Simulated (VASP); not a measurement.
A convergence study with VASP on CaO (rock salt): one setting is varied, all else stays as given below, so the limit is that of these other settings.

```
CELL_PARAMETERS angstrom
      0.00000     2.40500     2.40500
      2.40500     0.00000     2.40500
      2.40500     2.40500     0.00000
ATOMIC_POSITIONS crystal
  Ca 0.00000 0.00000 0.00000
  O  0.50000 0.50000 0.50000
```

Method: PBE GGA, VASP's PBE PAW potentials (set 64) (plane waves; VASP). The tightest run used: 700 eV cut-off, 16×16×16 Γ-centred mesh, Gaussian smearing of 0.010 eV, potentials Ca_sv O.

```tsv
setting	mean ε∞	highest Γ mode (cm⁻¹)	irreducible k-points
4×4×4 mesh	3.92	266.1	8
6×6×6 mesh	3.80	270.2	16
10×10×10 mesh	3.79	270.9	47
```

Question: These are the cheaper rows. Estimate the results at 16×16×16 mesh, and how far the last row shown lies from them.

Answer: 
| quantity | tightest run | last row shown is off by |
|---|---|---|
| mean ε∞ | 3.79 | 0.00 |
| highest Γ mode (cm⁻¹) | 270.5 | 0.4 |

Left out are rungs that failed or repeat a setting and relaxations that didn't move; long series are thinned to 24 rows.

The compound is CaO in the rock salt structure. The cell was not relaxed at this level.
